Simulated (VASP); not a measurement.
Output of a VASP run:

**OUTCAR**
```
 ion  position               nearest neighbor table
   1  0.499  0.999  0.999-   2 2.36  62 2.36  46 2.36  30 2.36
   2  0.628  0.122  0.122-   5 2.36   1 2.36  17 2.36   3 2.36
   3  0.751  0.250  1.000-   2 2.36  26 2.36  48 2.36   4 2.37
   4  0.875  0.375  0.125-  19 2.36  27 2.36   3 2.37  31 2.37
   5  0.751  0.999  0.250-   2 2.36  14 2.36  36 2.36   6 2.36
   6  0.875  0.125  0.375-   5 2.36  37 2.36  23 2.37  31 2.37
   7  1.000  1.000  1.000-  26 2.36   8 2.36  14 2.36  64 2.36
   8  0.125  0.124  0.124-  15 2.36   7 2.36   9 2.36  31 2.37
   9  0.250  0.250  0.000-   8 2.36  58 2.37  10 2.37  46 2.37
  10  0.374  0.375  0.124-  11 2.36   9 2.37  33 2.40  17 2.41  65 2.75
  11  0.500  0.500  0.000-  12 2.36  48 2.36  60 2.36  10 2.36
  12  0.625  0.625  0.125-  11 2.36  19 2.36  13 2.36  35 2.37
  13  0.750  0.750  1.000-  14 2.36  62 2.36  12 2.36  50 2.37
  14  0.875  0.875  0.125-   5 2.36   7 2.36  13 2.36  51 2.37
  15  0.249  1.000  0.249-   8 2.36  52 2.36  30 2.36  16 2.36
  16  0.374  0.122  0.375-  15 2.36  21 2.36  39 2.40  17 2.41  65 2.78
  17  0.504  0.246  0.247-   2 2.36  16 2.41  10 2.41  18 2.41  65 2.45
  18  0.627  0.376  0.376-  19 2.36  23 2.36  41 2.40  17 2.41  65 2.75
  19  0.750  0.500  0.250-  12 2.36  20 2.36   4 2.36  18 2.36
  20  0.875  0.624  0.375-  19 2.36  53 2.36  43 2.37  51 2.37
  21  0.501  0.999  0.501-  22 2.36  16 2.36  36 2.36  56 2.36
  22  0.625  0.124  0.625-  25 2.36  21 2.36  23 2.36  47 2.37
  23  0.750  0.250  0.501-  22 2.36  18 2.36  24 2.37   6 2.37
  24  0.875  0.375  0.625-  53 2.36  49 2.36  23 2.37  57 2.37
  25  0.750  1.000  0.750-  26 2.36  22 2.36  44 2.36  62 2.36
  26  0.874  0.124  0.875-  25 2.36   7 2.36   3 2.36  57 2.37
  27  0.999  0.500  1.000-  28 2.36  50 2.36  58 2.36   4 2.36
  28  0.122  0.628  0.122-  33 2.35  27 2.36  29 2.36  51 2.37
  29  0.251  0.751  0.999-  28 2.36  64 2.36  60 2.37  30 2.37
  30  0.375  0.875  0.125-  15 2.36   1 2.36  29 2.37  35 2.37
  31  0.000  0.250  0.250-   8 2.37   6 2.37   4 2.37  32 2.37
  32  0.124  0.375  0.376-  53 2.36  31 2.37  33 2.40  39 2.40  65 2.75
  33  0.246  0.504  0.246-  28 2.35  10 2.40  32 2.40  34 2.40  65 2.44
  34  0.375  0.626  0.376-  55 2.37  35 2.37  33 2.40  41 2.40  65 2.73
  35  0.500  0.750  0.250-  12 2.37  36 2.37  30 2.37  34 2.37
  36  0.625  0.875  0.375-   5 2.36  21 2.36  43 2.37  35 2.37
  37  0.999  0.999  0.500-  38 2.36  44 2.36   6 2.36  52 2.36
  38  0.122  0.122  0.628-  39 2.35  45 2.36  37 2.36  57 2.37
  39  0.247  0.246  0.504-  38 2.35  16 2.40  32 2.40  40 2.40  65 2.45
  40  0.375  0.376  0.627-  59 2.36  47 2.37  41 2.40  39 2.40  65 2.75
  41  0.504  0.504  0.505-  42 2.35  18 2.40  40 2.40  34 2.40  65 2.44
  42  0.629  0.628  0.628-  41 2.35  49 2.36  43 2.36  61 2.37
  43  0.751  0.751  0.500-  42 2.36  44 2.36  20 2.37  36 2.37
  44  0.875  0.876  0.625-  37 2.36  25 2.36  43 2.36  63 2.37
  45  0.250  0.999  0.751-  38 2.36  64 2.36  56 2.36  46 2.36
  46  0.375  0.125  0.875-  45 2.36   1 2.36   9 2.37  47 2.37
  47  0.501  0.250  0.751-  22 2.37  46 2.37  40 2.37  48 2.37
  48  0.625  0.375  0.876-  11 2.36   3 2.36  49 2.36  47 2.37
  49  0.751  0.500  0.751-  42 2.36  50 2.36  24 2.36  48 2.36
  50  0.875  0.625  0.875-  49 2.36  27 2.36  13 2.37  63 2.37
  51  0.999  0.751  0.251-  28 2.37  14 2.37  52 2.37  20 2.37
  52  0.125  0.875  0.375-  15 2.36  37 2.36  55 2.37  51 2.37
  53  1.000  0.500  0.501-  54 2.36  32 2.36  24 2.36  20 2.36
  54  0.125  0.625  0.625-  53 2.36  59 2.36  55 2.36  63 2.37
  55  0.249  0.750  0.501-  54 2.36  34 2.37  56 2.37  52 2.37
  56  0.375  0.875  0.625-  45 2.36  21 2.36  55 2.37  61 2.37
  57  0.999  0.250  0.751-  38 2.37  26 2.37  24 2.37  58 2.37
  58  0.125  0.375  0.876-  59 2.36  27 2.36   9 2.37  57 2.37
  59  0.249  0.501  0.750-  54 2.36  60 2.36  40 2.36  58 2.36
  60  0.375  0.624  0.875-  59 2.36  11 2.36  29 2.37  61 2.37
  61  0.500  0.751  0.751-  42 2.37  62 2.37  56 2.37  60 2.37
  62  0.626  0.876  0.875-   1 2.36  25 2.36  13 2.36  61 2.37
  63  1.000  0.750  0.750-  54 2.37  64 2.37  44 2.37  50 2.37
  64  0.125  0.875  0.875-  45 2.36  29 2.36   7 2.36  63 2.37
  65  0.375  0.376  0.376-  41 2.44  33 2.44  39 2.45  17 2.45  34 2.73  32 2.75  40 2.75  18 2.75
                            10 2.75  16 2.78
 Subroutine IBZKPT returns following result:
 Found      1 irreducible k-points:

 Following reciprocal coordinates:
            Coordinates               Weight
  0.000000  0.000000  0.000000      1.000000
 Subroutine IBZKPT_HF returns following result:
   k-points           NKPTS =      1   k-points in BZ     NKDIM =      1   number of bands    NBANDS=    162
   number of dos      NEDOS =    301   number of ions     NIONS =     65
   total plane-waves  NPLWV = 157464
   dimension x,y,z NGX =    54 NGY =   54 NGZ =   54
   dimension x,y,z NGXF=   108 NGYF=  108 NGZF=  108
   ions per type =              64   1
...
```

### OSZICAR
```
       N       E                     dE             d eps       ncg     rms          rms(c)
DAV:   1    -0.398414774133E+03   -0.39841E+03   -0.12746E+01   648   0.804E+00    0.195E+01
DAV:   2    -0.398524184338E+03   -0.10941E+00   -0.30614E-01   750   0.119E+00    0.128E+01
DAV:   3    -0.398511306195E+03    0.12878E-01   -0.13607E-02   742   0.218E-01    0.755E+00
DAV:   4    -0.398505287881E+03    0.60183E-02   -0.23288E-03   732   0.964E-02    0.436E+00
DAV:   5    -0.398503162330E+03    0.21256E-02   -0.66813E-04   724   0.521E-02    0.249E+00
DAV:   6    -0.398502441579E+03    0.72075E-03   -0.22969E-04   700   0.305E-02    0.142E+00
DAV:   7    -0.398502201930E+03    0.23965E-03   -0.94375E-05   692   0.191E-02    0.809E-01
DAV:   8    -0.398502129803E+03    0.72127E-04   -0.34617E-05   436   0.115E-02    0.464E-01
DAV:   9    -0.398502112424E+03    0.17380E-04   -0.17934E-05   364   0.824E-03    0.262E-01
DAV:  10    -0.398502109836E+03    0.25873E-05   -0.71332E-06   364   0.496E-03
   1 F= -.39850211E+03 E0= -.39850211E+03  d E =-.817413E-05  mag=     1.0000
```

OUTCAR:
```
------------------------ aborting loop because EDIFF is reached ----------------------------------------
  volume of cell :     1308.29
      direct lattice vectors                 reciprocal lattice vectors
    10.937074700  0.000000000  0.000000000     0.091432127  0.000000000  0.000000000
     0.000000000 10.937074700  0.000000000     0.000000000  0.091432127  0.000000000
     0.000000000  0.000000000 10.937074700     0.000000000  0.000000000  0.091432127
 POSITION                                       TOTAL-FORCE (eV/Angst)
 -----------------------------------------------------------------------------------
      5.46268     10.93024     10.93139         0.006864      0.001195      0.000069
      6.87182      1.32996      1.33272         0.037100     -0.019880     -0.036364
      8.21278      2.73889     10.93188        -0.002609     -0.012997      0.001457
      9.56660      4.10556      1.37094        -0.043302      0.024357     -0.051256
      8.21015     10.92973      2.73959         0.001050     -0.003917     -0.005436
      9.56683      1.36559      4.10309        -0.041938     -0.029309      0.045397
     10.93280     10.93491     10.93365         0.006232     -0.000942      0.012110
      1.36385      1.35993      1.35969         0.041905     -0.026166     -0.040516
      2.72956      2.72904      0.00076         0.001566      0.001504     -0.000503
      4.09556      4.10498      1.35572        -0.042081      0.037038     -0.081215
      5.47312      5.47139      0.00388        -0.003905     -0.003836     -0.005043
      6.84043      6.83393      1.36280         0.040573     -0.025966     -0.043343
      8.20275      8.20382     10.93641         0.001724     -0.000054      0.008395
      9.56509      9.57419      1.36203        -0.038332      0.028030     -0.033421
      2.72314     10.93246      2.72508         0.008816      0.002185      0.008104
      4.09435      1.33816      4.10456        -0.044846     -0.035844      0.064256
      5.50853      2.68743      2.70027        -0.004344      0.027633     -0.007532
      6.85238      4.10816      4.11186         0.070831      0.027669      0.047440
      8.20049      5.47189      2.73087         0.003622     -0.001392      0.002315
      9.56632      6.82469      4.10380        -0.042865     -0.019154      0.055245
      5.47409     10.93128      5.47457         0.001041      0.001107      0.001541
      6.83972      1.35964      6.83578         0.036720     -0.023110     -0.043776
      8.20536      2.72901      5.47548        -0.007631     -0.003691     -0.000084
      9.56713      4.10444      6.83511        -0.046038      0.035744     -0.047359
      8.20187     10.93626      8.20307        -0.007895      0.005847      0.000430
      9.56427      1.35882      9.57085        -0.029351     -0.015869      0.054548
     10.92709      5.46369     10.93211         0.003516      0.015562     -0.000118
      1.33519      6.86589      1.33229         0.060697     -0.038888     -0.029424
      2.74012      8.20967     10.92929        -0.014284     -0.001066      0.005766
      4.09838      9.57290      1.36717        -0.037101      0.032951     -0.047990
      0.00028      2.72981      2.73156        -0.006656     -0.001864     -0.001747
      1.35721      4.10360      4.10962         0.042453      0.033443      0.054303
      2.68723      5.51188      2.69365         0.028286     -0.015731     -0.003384
      4.09822      6.84656      4.10721        -0.055821     -0.019131      0.051636
      5.47368      8.20372      2.72982        -0.008074     -0.001211      0.013528
      6.83833      9.57242      4.10354         0.039892      0.031572      0.048256
     10.92893     10.93084      5.46336         0.006889      0.003078      0.011729
      1.33719      1.32940      6.86867         0.064340     -0.012101     -0.061156
      2.69909      2.68712      5.51482        -0.010829      0.006635     -0.014885
      4.10044      4.10872      6.85571        -0.057884      0.028541     -0.063774
      5.51458      5.51656      5.52017         0.009545     -0.018507     -0.017213
      6.87676      6.87115      6.87272         0.019385     -0.055229     -0.067881
      8.21601      8.21211      5.46371        -0.013834     -0.004049      0.011618
      9.56821      9.57730      6.83789        -0.039720      0.022889     -0.054977
      2.73932     10.92843      8.21338        -0.008098      0.003792     -0.009154
      4.09867      1.36526      9.57370        -0.037395     -0.032079      0.052748
      5.47569      2.72943      8.20837        -0.002375     -0.001096     -0.006651
      6.83794      4.10491      9.57823         0.040063      0.029859      0.038361
      8.21140      5.46339      8.21522         0.001029      0.008454     -0.003642
      9.56827      6.83634      9.57307        -0.043505     -0.035952      0.046640
     10.92489      8.20933      2.74013         0.004728      0.004756     -0.011254
      1.36839      9.57269      4.10302         0.043774      0.031095      0.053104
     10.93604      5.47221      5.47696        -0.006095     -0.005334     -0.002166
      1.36631      6.83547      6.83663         0.047943     -0.034662     -0.050079
      2.72817      8.20596      5.47508         0.007026     -0.005556     -0.006182
      4.09893      9.57277      6.83530        -0.040332      0.030746     -0.050870
     10.92877      2.73906      8.21386         0.004103     -0.013902     -0.002154
      1.37044      4.10550      9.57671         0.040440      0.026317      0.045698
      2.72526      5.47486      8.20753         0.007674     -0.007183     -0.006875
      4.09853      6.82599      9.57514        -0.037200     -0.020361      0.051194
      5.46342      8.21203      8.21754         0.012422     -0.001777     -0.006780
      6.84179      9.57711      9.57522         0.019000      0.021024      0.047010
...
```
(Selected blocks of OUTCAR.)

POSCAR:
```
LiSi64
1
   10.9370747000     0.0000000000     0.0000000000
    0.0000000000    10.9370747000     0.0000000000
    0.0000000000     0.0000000000    10.9370747000
Si Li
64 1
Direct
  0.4994643180   0.9993747003   0.9994798362
  0.6283052270   0.1216009647   0.1218536429
  0.7509122235   0.2504222832   0.9995251183
  0.8746943856   0.3753805128   0.1253475981
  0.7506715329   0.9993283160   0.2504866908
  0.8747158436   0.1248585999   0.3751543285
  0.9996089900   0.9998017874   0.9996872247
  0.1246997845   0.1243411582   0.1243192136
  0.2495698976   0.2495221699   0.0000699241
  0.3744659828   0.3753270328   0.1239561572
  0.5004194215   0.5002608325   0.0003548632
  0.6254353500   0.6248410664   0.1246037560
  0.7499944721   0.7500931327   0.9999395452
  0.8745564084   0.8753887409   0.1245329550
  0.2489820271   0.9995776923   0.2491596952
  0.3743553183   0.1223510899   0.3752889630
  0.5036568675   0.2457171122   0.2468918830
  0.6265274914   0.3756180000   0.3759559590
  0.7497885714   0.5003067443   0.2496895490
  0.8746685457   0.6239955130   0.3752194585
  0.5005072544   0.9994706006   0.5005516632
  0.6253697080   0.1243149191   0.6250103080
  0.7502336947   0.2495190091   0.5006350629
  0.8747426338   0.3752773834   0.6249488876
  0.7499144811   0.9999259339   0.7500237413
  0.8744813754   0.1242400747   0.8750830854
  0.9990872411   0.4995563536   0.9995462954
  0.1220794367   0.6277629374   0.1218140709
  0.2505354262   0.7506272744   0.9992884359
  0.3747235718   0.8752705611   0.1250032376
  0.0000257994   0.2495923417   0.2497518973
  0.1240925794   0.3752010657   0.3757509565
  0.2456989780   0.5039630475   0.2462865571
  0.3747089217   0.6259958586   0.3755313423
  0.5004705145   0.7500838480   0.2495931515
  0.6252428947   0.8752268116   0.3751951686
  0.9992551848   0.9994303393   0.4995265201
  0.1222619249   0.1215502625   0.6280170681
  0.2467837481   0.2456888067   0.5042316697
  0.3749117563   0.3756693590   0.6268322688
  0.5042094041   0.5043909141   0.5047213366
  0.6287572061   0.6282440988   0.6283877998
  0.7512069083   0.7508510395   0.4995584550
  0.8748419894   0.8756728577   0.6252030616
  0.2504614417   0.9992095415   0.7509664234
  0.3747500715   0.1248290022   0.8753440306
  0.5006540696   0.2495575384   0.7505083977
  0.6252073736   0.3753207668   0.8757582028
  0.7507853948   0.4995293156   0.7511348799
  0.8748469326   0.6250610363   0.8752858241
  0.9988859892   0.7505964585   0.2505361197
  0.1251143630   0.8752510966   0.3751474844
  0.9999055957   0.5003356389   0.5007701636
  0.1249247364   0.6249812190   0.6250877082
  0.2494420407   0.7502883381   0.5005977953
  0.3747742793   0.8752589652   0.6249658363
  0.9992409374   0.2504383909   0.7510103691
  0.1253019822   0.3753742791   0.8756189358
  0.2491760667   0.5005783418   0.7504319802
  0.3747369808   0.6241147276   0.8754749941
  0.4995323418   0.7508432177   0.7513468001
  0.6255597136   0.8756557865   0.8754831286
  0.9998655621   0.7502098518   0.7500545547
  0.1249340251   0.8752419357   0.8752393923
  0.3751258102   0.3764584038   0.3757625762
```

Reconstruct the remaining input files.

Several could match; the one computed here: the input of the run itself, HSE06 screened hybrid, plane waves, VASP's PBE PAW potentials (set 64).

INCAR:
```
HFSCREEN  =  0.2   ! 1/Angstrom
NELMIN  =  4
LWAVE  =  .FALSE.
LASPH  =  .TRUE.
ISIF  =  0
NELM  =  50   ! most electronic steps
SIGMA  =  0.05   ! width (eV)
LCHARG  =  .FALSE.
LREAL  =  Auto
ISYM  =  0
GGA  =  PE   ! PBE
LHFCALC  =  .TRUE.
ISPIN  =  2   ! spin-polarised
MAGMOM  =  65*0.0154
ENCUT  =  400   ! plane-wave cut-off (eV)
PRECFOCK  =  Fast
SYSTEM  =  LiSi64
PREC  =  Normal
ISMEAR  =  0
AEXX  =  0.25
NUPDOWN  =  1
ALGO  =  Normal   ! blocked Davidson
EDIFF  =  1E-5   ! SCF stop (eV)
LORBIT  =  10
```

**KPOINTS**
```
kpoints
0
Gamma
  1 1 1
```

POTCAR, in this order: Si Li (PBE.64 set). Program: vasp_gam. Read from the step before: WAVECAR.

The supercell is sampled at Γ alone, which is coarse: total energies, pressure and levels can be off, energies of defects by several tenths of an eV.

The cell is a supercell with a defect, built from Si (diamond): Li_i. The cell's shape comes from a PBE relaxation.
